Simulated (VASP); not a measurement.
These are SCAN meta-GGA, VASP's PBE PAW potentials (set 64) (plane waves; VASP 6.6.1) values and carry that method's errors.

VASP ran on this input.

**POSCAR**
```
Na
1
   -2.1153182619     2.1153182619     2.1153182619
    2.1153182619    -2.1153182619     2.1153182619
    2.1153182619     2.1153182619    -2.1153182619
Na
1
Direct
  0.0000000000   1.0000000000   1.0000000000
```

INCAR:
```
ALGO = Normal
EDIFF = 1E-6
EDIFFG = -0.01
ENCUT = 520
IBRION = 2
ISIF = 3
ISMEAR = 1
LASPH = T
LCHARG = F
LMIXTAU = T
LREAL = F
LWAVE = F
METAGGA = SCAN
NELM = 100
NSW = 60
PREC = Accurate
SIGMA = 0.1
SYSTEM = Na
```

**KPOINTS**
```
Automatic
0
gamma
 11 11 11
```

POTCAR, in this order: Na_pv (PBE.64 set). Program: vasp_std.

What VASP printed:

File OSZICAR:
```
       N       E                     dE             d eps       ncg     rms          rms(c)
DAV:   1     0.164897847043E+02    0.16490E+02   -0.41230E+03   784   0.878E+02
DAV:   2    -0.426000919895E+01   -0.20750E+02   -0.20730E+02   826   0.140E+02
DAV:   3    -0.466596848680E+01   -0.40596E+00   -0.40596E+00  1057   0.282E+01
DAV:   4    -0.466969277434E+01   -0.37243E-02   -0.37243E-02   966   0.237E+00
DAV:   5    -0.466974262601E+01   -0.49852E-04   -0.49852E-04  1064   0.232E-01    0.209E-01
DAV:   6    -0.399398245413E+01    0.67576E+00   -0.12321E-01   791   0.704E+00    0.327E-01
DAV:   7    -0.419127763938E+01   -0.19730E+00   -0.16686E-01   784   0.434E+00    0.256E-01
DAV:   8    -0.420922390597E+01   -0.17946E-01   -0.44749E-03   847   0.589E-01    0.233E-01
DAV:   9    -0.422135727145E+01   -0.12133E-01   -0.35228E-02   791   0.313E+00    0.964E-02
DAV:  10    -0.420284250943E+01    0.18515E-01   -0.67730E-03   784   0.118E+00    0.723E-02
DAV:  11    -0.422442416232E+01   -0.21582E-01   -0.29134E-03   784   0.788E-01    0.511E-02
DAV:  12    -0.421794456540E+01    0.64796E-02   -0.41152E-03   784   0.105E+00    0.360E-02
DAV:  13    -0.420966262677E+01    0.82819E-02   -0.16785E-02   784   0.169E+00    0.116E-02
DAV:  14    -0.420956941147E+01    0.93215E-04   -0.18126E-03   784   0.522E-01    0.114E-02
DAV:  15    -0.420947603853E+01    0.93373E-04   -0.38806E-05   896   0.772E-02    0.131E-02
DAV:  16    -0.420991603163E+01   -0.43999E-03   -0.19753E-04   784   0.164E-01    0.937E-03
DAV:  17    -0.420930904518E+01    0.60699E-03   -0.19333E-03   784   0.490E-01    0.631E-03
DAV:  18    -0.420893691859E+01    0.37213E-03   -0.24297E-04   784   0.166E-01    0.877E-03
DAV:  19    -0.420899799771E+01   -0.61079E-04   -0.19565E-05   784   0.616E-02    0.836E-03
DAV:  20    -0.421042336962E+01   -0.14254E-02   -0.38548E-03   784   0.675E-01    0.537E-03
DAV:  21    -0.421051676237E+01   -0.93393E-04   -0.46086E-04   784   0.301E-01    0.432E-03
DAV:  22    -0.421058864582E+01   -0.71883E-04   -0.86610E-05   798   0.124E-01    0.481E-03
DAV:  23    -0.421051084214E+01    0.77804E-04   -0.47769E-05   847   0.778E-02    0.380E-03
DAV:  24    -0.421050166055E+01    0.91816E-05   -0.16565E-06   910   0.131E-02    0.397E-03
DAV:  25    -0.421053151311E+01   -0.29853E-04   -0.51913E-06   784   0.262E-02    0.287E-03
DAV:  26    -0.421055167955E+01   -0.20166E-04   -0.86526E-05   784   0.126E-01    0.237E-03
DAV:  27    -0.421050411987E+01    0.47560E-04   -0.51739E-06   791   0.288E-02    0.164E-03
DAV:  28    -0.421049264445E+01    0.11475E-04   -0.66734E-06   784   0.392E-02    0.143E-03
DAV:  29    -0.421050903567E+01   -0.16391E-04   -0.15180E-05   784   0.545E-02    0.881E-04
DAV:  30    -0.421053468200E+01   -0.25646E-04   -0.21659E-06   798   0.153E-02    0.123E-03
DAV:  31    -0.421053103232E+01    0.36497E-05   -0.95909E-07   784   0.152E-02    0.102E-03
DAV:  32    -0.421051420355E+01    0.16829E-04   -0.19424E-06   784   0.189E-02    0.420E-04
DAV:  33    -0.421050890770E+01    0.52958E-05   -0.66725E-07   812   0.110E-02    0.205E-04
DAV:  34    -0.421051045703E+01   -0.15493E-05   -0.48431E-07   784   0.106E-02    0.228E-04
DAV:  35    -0.421050688443E+01    0.35726E-05   -0.55603E-08   434   0.334E-03    0.140E-04
DAV:  36    -0.421050332097E+01    0.35635E-05   -0.68814E-08   399   0.397E-03    0.989E-05
DAV:  37    -0.421050267540E+01    0.64557E-06   -0.42232E-08   413   0.373E-03
   1 F= -.42105027E+01 E0= -.42103825E+01  d E =-.421050E+01
```

File OUTCAR:
```
------------------------ aborting loop because EDIFF is reached ----------------------------------------
  FORCE on cell =-STRESS in cart. coord.  units (eV):
  Direction    XX          YY          ZZ          XY          YZ          ZX
  --------------------------------------------------------------------------------------
  Total        0.0034144      0.0034144      0.0034144      0.0000000     -0.0000000      0.0000000
  in kB        0.1444915      0.1444915      0.1444915      0.0000000     -0.0000000      0.0000000
  external PRESSURE =       0.1444915 kB  Pullay stress =       0.0000000 kB
  volume of cell :       37.86
      direct lattice vectors                 reciprocal lattice vectors
    -2.115318262  2.115318262  2.115318262     0.000000000  0.236371051  0.236371051
     2.115318262 -2.115318262  2.115318262     0.236371051  0.000000000  0.236371051
     2.115318262  2.115318262 -2.115318262     0.236371051  0.236371051  0.000000000
 POSITION                                       TOTAL-FORCE (eV/Angst)
 -----------------------------------------------------------------------------------
      0.00000      0.00000      0.00000        -0.000000     -0.000000     -0.000000
 -----------------------------------------------------------------------------------
    total drift:                               -0.000000     -0.000000     -0.000000
  FREE ENERGIE OF THE ION-ELECTRON SYSTEM (eV)
  ---------------------------------------------------
  free  energy   TOTEN  =        -4.2105026754 eV

  energy  without entropy=       -4.2101420864  energy(sigma->0) =       -4.21038248

 reached required accuracy - stopping structural energy minimisation
```
(Selected blocks of OUTCAR.)

The compound is Na in the bcc structure. It was relaxed first. The start is the result of an earlier pass.
